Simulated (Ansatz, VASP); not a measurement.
# GdAgGe: VASP beside Ansatz

Wanted: the spread between two codes on one cell, functional and k mesh.

Main program and level: Ansatz 0.2.0; plane waves, with VASP 6.6.1 beside it; single point at PBEsol, DFT+U.

## 1. Set-up

Symmetry: P-62m, No. 189, hexagonal system. Conventional cell: a = 7.165 Å, b = 7.165 Å, c = 4.234 Å, α = 90.00°, β = 90.00°, γ = 120.00°. Nearest to Gd lie 5 Ge at 2.99 to 3.02 Å and 2 Ag at 3.20 Å. Nearest to Ag lie 4 Ge at 2.74 to 2.77 Å and 2 Ag at 3.09 Å and 2 Gd at 3.20 Å. Nearest to Ge lie 3 Ag at 2.74 Å and 6 Gd at 3.02 Å. Nearest to Ge lie 6 Ag at 2.77 Å and 3 Gd at 2.99 Å. Farther neighbours are not listed.

## 2. VASP: single point, PBEsol, DFT+U

A single point gives forces, pressure and levels at one fixed geometry, so differences don't come from the geometry; what else differs is listed under the comparison.

Lines of VASP's logs that name or quote its potential files are left out, and so is its time.

INCAR

```
SYSTEM = GdAgGe
PREC = Normal
ENCUT = 420
EDIFF = 1E-06
NELM = 150
ISMEAR = -1
SIGMA = 0.05
LREAL = .FALSE.
ALGO = Normal
GGA = PS
NBANDS = 84
ISPIN = 2
MAGMOM = 7 7 7 0 0 0 0 0 0
LDAU = .TRUE.
LDAUTYPE = 2
LDAUL = 3 -1 -1
LDAUU = 6 0 0
LDAUJ = 0 0 0
LDAUPRINT = 1
LASPH = .TRUE.
LMAXMIX = 6
AMIX = 0.2
BMIX = 1E-04
AMIX_MAG = 0.8
BMIX_MAG = 1E-04
LORBIT = 11
LWAVE = .FALSE.
LCHARG = .TRUE.
KPAR = 4
```

POSCAR

```
GdAgGe
1.0
    7.1654000000      0.0000000000      0.0000000000
   -3.5827000000      6.2054184283      0.0000000000
    0.0000000000      0.0000000000      4.2341000000
Gd Ag Ge
3 3 3
Direct
    0.4167400000      0.0000000000      0.0000000000
    0.5832600000      0.5832600000      0.0000000000
    0.0000000000      0.4167400000      0.0000000000
    0.7513100000      0.0000000000      0.5000000000
    0.2486900000      0.2486900000      0.5000000000
    0.0000000000      0.7513100000      0.5000000000
    0.6666666667      0.3333333333      0.5000000000
    0.3333333333      0.6666666667      0.5000000000
    0.0000000000      0.0000000000      0.0000000000
```

KPOINTS

```
Automatic mesh
0
Gamma
8 8 10
0 0 0
```

Potentials, in the order of the species: Gd, Ag and Ge_d (PBE family, release 64).

Command:

```bash
> mpirun -np 4 vasp_std
```

Numbers of over 12 decimals in the logs are rounded to 6 here.

The log of the run:

```text
[banner, memory and clock lines left out]
running    4 mpi-ranks, on    1 nodes
 distrk:  each k-point on    1 cores,    4 groups
 distr:  one band on    1 cores,    1 groups

 POSCAR found type information on POSCAR GdAgGe
 POSCAR found :  3 types and       9 ions
|                                                                             |
|               ----> ADVICE to this user running VASP <----                  |
|                                                                             |
|     You enforced a specific xc type in the INCAR file but a different       |
|     [... a line on the potential file left out ...]
|     I HOPE YOU KNOW WHAT YOU ARE DOING!                                     |
|                                                                             |

 LDA part: xc-table for (Slater+PW92), standard interpolation
 POSCAR, INCAR and KPOINTS ok, starting setup
 FFT: planning ... GRIDC
 FFT: planning ... GRID_SOFT
 FFT: planning ... GRID
 WAVECAR not read
 entering main loop
       N       E                     dE             d eps       ncg     rms          rms(c)
DAV:   1     0.150497160210E+04    0.15050E+04   -0.37208E+04 32200   0.595E+03
DAV:   2     0.429963919519E+03   -0.10750E+04   -0.97988E+03 29768   0.136E+03
DAV:   3     0.369001594385E+02   -0.39306E+03   -0.33998E+03 25388   0.319E+02
DAV:   4    -0.381646173530E+02   -0.75065E+02   -0.72127E+02 31656   0.155E+02
DAV:   5    -0.500481667673E+02   -0.11884E+02   -0.11728E+02 38404   0.617E+01    0.137E+02
DAV:   6    -0.637669052404E+02   -0.13719E+02   -0.28486E+01 36584   0.107E+02    0.162E+02
DAV:   7    -0.645640336029E+02   -0.79713E+00   -0.14050E+01 38952   0.218E+01    0.631E+01
DAV:   8    -0.659173055193E+02   -0.13533E+01   -0.68503E+00 32664   0.469E+01    0.605E+01
DAV:   9    -0.659546959034E+02   -0.37390E-01   -0.25835E+00 35976   0.124E+01    0.661E+01
DAV:  10    -0.660400414604E+02   -0.85346E-01   -0.70780E-01 35480   0.554E+00    0.695E+01
DAV:  11    -0.659993357932E+02    0.40706E-01   -0.22044E-01 34768   0.660E+00    0.726E+01
DAV:  12    -0.660023451332E+02   -0.30093E-02   -0.44993E-02 37968   0.102E+00    0.716E+01
DAV:  13    -0.660018027411E+02    0.54239E-03   -0.25619E-02 31312   0.193E+00    0.753E+01
DAV:  14    -0.659973730243E+02    0.44297E-02   -0.72163E-03 34960   0.118E+00    0.678E+01
DAV:  15    -0.659880567236E+02    0.93163E-02   -0.75520E-02 31124   0.479E+00    0.904E+00
DAV:  16    -0.659859034322E+02    0.21533E-02   -0.40648E-02 37784   0.195E+00    0.189E+01
DAV:  17    -0.659814142460E+02    0.44892E-02   -0.24636E-02 32424   0.126E+00    0.399E+00
DAV:  18    -0.659814856537E+02   -0.71408E-04   -0.47610E-03 36096   0.656E-01    0.164E+00
DAV:  19    -0.659815693599E+02   -0.83706E-04   -0.91441E-04 36912   0.313E-01    0.413E+00
DAV:  20    -0.659814439566E+02    0.12540E-03   -0.45644E-04 34040   0.199E-01    0.131E+00
DAV:  21    -0.659813928487E+02    0.51108E-04   -0.17277E-04 36112   0.182E-01    0.121E+00
DAV:  22    -0.659813648172E+02    0.28032E-04   -0.10970E-04 33192   0.897E-02    0.115E-01
DAV:  23    -0.659813653382E+02   -0.52099E-06   -0.32503E-05 36788   0.491E-02    0.247E-01
DAV:  24    -0.659813658431E+02   -0.50490E-06   -0.91695E-06 27680   0.265E-02
   1 F= -.65981366E+02 E0= -.65976085E+02  d E =-.105609E-01  mag=    21.1696
```

From OUTCAR (step 2):

```text
ion  position               nearest neighbor table
   1  0.417  0.000  0.000-   9 2.99   8 3.02   8 3.02   7 3.02   7 3.02   4 3.20   4 3.20   6 3.35
                             6 3.35   5 3.35   5 3.35
   2  0.583  0.583  0.000-   9 2.99   8 3.02   8 3.02   7 3.02   7 3.02   5 3.20   5 3.20   6 3.35
                             6 3.35   4 3.35   4 3.35
   3  0.000  0.417  0.000-   9 2.99   7 3.02   7 3.02   8 3.02   8 3.02   6 3.20   6 3.20   5 3.35
                             5 3.35   4 3.35   4 3.35
   4  0.751  0.000  0.500-   7 2.74   8 2.74   9 2.77   9 2.77   5 3.09   6 3.09   1 3.20   1 3.20
                             3 3.35   2 3.35   3 3.35   2 3.35
   5  0.249  0.249  0.500-   7 2.74   8 2.74   9 2.77   9 2.77   4 3.09   6 3.09   2 3.20   2 3.20
                             3 3.35   3 3.35   1 3.35   1 3.35
   6  0.000  0.751  0.500-   8 2.74   7 2.74   9 2.77   9 2.77   4 3.09   5 3.09   3 3.20   3 3.20
                             2 3.35   2 3.35   1 3.35   1 3.35
   7  0.667  0.333  0.500-   4 2.74   6 2.74   5 2.74   3 3.02   3 3.02   1 3.02   1 3.02   2 3.02
                             2 3.02
   8  0.333  0.667  0.500-   6 2.74   4 2.74   5 2.74   1 3.02   1 3.02   3 3.02   3 3.02   2 3.02
                             2 3.02
   9  0.000  0.000  0.000-   4 2.77   4 2.77   6 2.77   5 2.77   5 2.77   6 2.77   1 2.99   2 2.99
                             3 2.99

  LATTYP: Found a hexagonal cell.
 ALAT       =     7.1654000000
 C/A-ratio  =     0.5909090909

 Subroutine GETGRP returns: Found 12 space group operations
 (whereof 12 operations were pure point group operations)

The static configuration has the point symmetry D_3h.

 Found     60 irreducible k-points:

   k-points           NKPTS =     60   k-points in BZ     NKDIM =     60   number of bands    NBANDS=     84

   dimension x,y,z NGX =    36 NGY =   36 NGZ =   24
   dimension x,y,z NGXF=    72 NGYF=   72 NGZF=   48

   ENCUT  =  420.0 eV  30.87 Ry    5.56 a.u.  11.97 11.97  7.08*2*pi/ulx,y,z

   NELECT =     129.0000    total number of electrons

 k-points in reciprocal lattice and weights: Automatic mesh
   0.00000000  0.00000000  0.00000000       0.002
   0.12500000  0.00000000  0.00000000       0.009
   0.25000000  0.00000000  0.00000000       0.009
   0.37500000 -0.00000000  0.00000000       0.009
   0.50000000  0.00000000  0.00000000       0.005
   0.12500000  0.12500000  0.00000000       0.009
   0.25000000  0.12500000  0.00000000       0.019
   0.37500000  0.12500000  0.00000000       0.019
   0.25000000  0.25000000  0.00000000       0.009
[...]
o =  0.9905  v = -0.0000  0.2753  0.0000 -0.9481 -0.0000  0.1589 -0.0000  0.0000  0.0000  0.0000  0.0000  0.0000  0.0000  0.0000      0.0000  0.0000  0.0000  0.0000  0.0000  0.0000  0.0000  0.0000  0.0000  0.0000  0.0000  0.0000  0.0000  0.0000
  o =  0.9907  v =  0.0000 -0.5000 -0.0000  0.0000 -0.0000  0.8660  0.0000  0.0000  0.0000  0.0000  0.0000  0.0000  0.0000  0.0000      0.0000  0.0000  0.0000  0.0000  0.0000  0.0000  0.0000  0.0000  0.0000  0.0000  0.0000  0.0000  0.0000  0.0000

 average (electrostatic) potential at core
       1 -39.8799       2 -39.8799       3 -39.8799       4 -73.5744       5 -73.5744
       6 -73.5744       7 -72.2305       8 -72.2305       9 -72.5229

 E-fermi :   5.9265

 spin component 1
 k-point     1 :       0.0000    0.0000    0.0000
  band No.  band energies     occupation
    ...
     71       4.4838      1.00000
     72       5.2010      1.00000
     73       5.5694      0.99921
     74       5.8793      0.72005
     75       5.8793      0.72004
     76       6.4116      0.00006
     77       6.4116      0.00006
     78       6.7816      0.00000
     79       6.8623      0.00000
     80       6.8623      0.00000
    ...

 k-point     2 :       0.1250    0.0000    0.0000
  band No.  band energies     occupation
    ...
     71       4.4789      1.00000
     72       5.0879      1.00000
     73       5.5047      0.99978
     74       5.5686      0.99922
     75       5.8044      0.91996
     76       6.4043      0.00007
     77       6.4530      0.00003
     78       6.4539      0.00003
     79       6.9750      0.00000
     80       7.2704      0.00000
    ...

 k-point     3 :       0.2500    0.0000    0.0000
  band No.  band energies     occupation
    ...
     71       4.4840      1.00000
     72       4.6166      1.00000
     73       5.3571      0.99999
     74       5.4086      0.99997
     75       5.6754      0.99345
     76       5.9789      0.25943
     77       6.3841      0.00011
     78       6.4687      0.00002
     79       7.2851      0.00000
     80       7.8897      0.00000
    ...

 k-point     4 :       0.3750   -0.0000    0.0000
  band No.  band energies     occupation
    ...
     72       4.9017      1.00000
     73       5.2202      1.00000
     74       5.2670      1.00000
     75       5.6249      0.99761
     76       5.6431      0.99656
     77       6.2137      0.00319
     78       6.4607      0.00002
     79       7.7155      0.00000
     80       8.1019      0.00000
     81       8.5361      0.00000
    ...

 k-point     5 :       0.5000    0.0000    0.0000
  band No.  band energies     occupation
    ...
     73       5.1661      1.00000
     74       5.2463      1.00000
     75       5.4848      0.99985
     76       5.8499      0.82220
     77       5.8889      0.67978
     78       6.4702      0.00002
     79       8.0883      0.00000
     80       8.2327      0.00000
     81       8.2511      0.00000
     82       8.3071      0.00000
    ...

 k-point     6 :       0.1250    0.1250    0.0000
  band No.  band energies     occupation
    ...
     71       4.4814      1.00000
     72       4.7521      1.00000
     73       5.3962      0.99998
     74       5.4604      0.99991
     75       5.6917      0.99094
     76       6.0967      0.03217
     77       6.4286      0.00004
     78       6.4368      0.00004
     79       7.1871      0.00000
     80       7.7900      0.00000
    ...

  Total       -2.9431881     -2.9431881     -2.7411319      0.0000000      0.0000000     -0.0000000
  in kB      -25.0470154    -25.0470154    -23.3274838      0.0000000      0.0000000     -0.0000000
  external PRESSURE =     -24.4738382 kB  Pullay stress =       0.0000000 kB

  energy-cutoff  :      420.00
  volume of cell :      188.27
      direct lattice vectors                 reciprocal lattice vectors
     7.165400000  0.000000000  0.000000000     0.139559550  0.080574744  0.000000000
    -3.582700000  6.205418428  0.000000000     0.000000000  0.161149488  0.000000000
     0.000000000  0.000000000  4.234100000     0.000000000  0.000000000  0.236177700

 POSITION                                       TOTAL-FORCE (eV/Angst)
 -----------------------------------------------------------------------------------
      2.98611      0.00000      0.00000        -0.014661     -0.000000     -0.000000
      2.08965      3.61937      0.00000         0.007331      0.012697     -0.000000
     -1.49305      2.58605      0.00000         0.007331     -0.012697      0.000000
      5.38344      0.00000      2.11705        -0.011937     -0.000000     -0.000000
      0.89098      1.54323      2.11705         0.005968      0.010338      0.000000
     -2.69172      4.66219      2.11705         0.005968     -0.010338      0.000000
      3.58270      2.06847      2.11705        -0.000000     -0.000000     -0.000000
     -0.00000      4.13695      2.11705        -0.000000     -0.000000     -0.000000
      0.00000      0.00000      0.00000        -0.000000     -0.000000     -0.000000
 -----------------------------------------------------------------------------------
    total drift:                                0.000069      0.000119     -0.000001

  FREE ENERGIE OF THE ION-ELECTRON SYSTEM (eV)
  ---------------------------------------------------
  free  energy   TOTEN  =       -65.9813658431 eV

  energy  without entropy=      -65.9708049483  energy(sigma->0) =      -65.97608540

 total charge
# of ion       s       p       d       f       tot
--------------------------------------------------
    1        2.032   5.594   0.570   6.947  15.144
    2        2.032   5.594   0.570   6.947  15.144
    3        2.032   5.594   0.570   6.947  15.144
    4        0.438   0.382   9.084   0.000   9.904
    5        0.438   0.382   9.084   0.000   9.904
    6        0.438   0.382   9.084   0.000   9.904
    7        1.123   1.294   9.994   0.000  12.412
    8        1.123   1.294   9.994   0.000  12.412
    9        1.128   1.211  10.004   0.000  12.343
--------------------------------------------------
tot         10.785  21.727  58.955  20.841 112.309

 magnetization (x)
# of ion       s       p       d       f       tot
--------------------------------------------------
    1       -0.003  -0.076   0.079   6.907   6.906
    2       -0.003  -0.076   0.079   6.907   6.906
    3       -0.003  -0.076   0.079   6.907   6.906
    4       -0.007  -0.003  -0.014   0.000  -0.024
    5       -0.007  -0.003  -0.014   0.000  -0.024
    6       -0.007  -0.003  -0.014   0.000  -0.024
    7       -0.012  -0.050   0.002   0.000  -0.059
    8       -0.012  -0.050   0.002   0.000  -0.059
    9       -0.009  -0.029   0.001   0.000  -0.038
--------------------------------------------------
tot         -0.065  -0.366   0.199  20.720  20.488

[... 6 further parts left out ...]
```

The run ends at a pressure of -2.45 GPa, with forces up to 0.015 eV/Å.

[end of part 1 of 2]

[Lines on the potential files, build, host, timing and source positions are cut from VASP's logs without a mark.]

[Logs are printed without paths, hosts, clocks, repeated set-up lines and the standing remarks that a program may print on its own settings, such as how far it seeks lower states.]

[Hosts, paths, dates, database ids (printed as entryN), source tags and the programs' standing remarks are cut or masked in the printed files.]
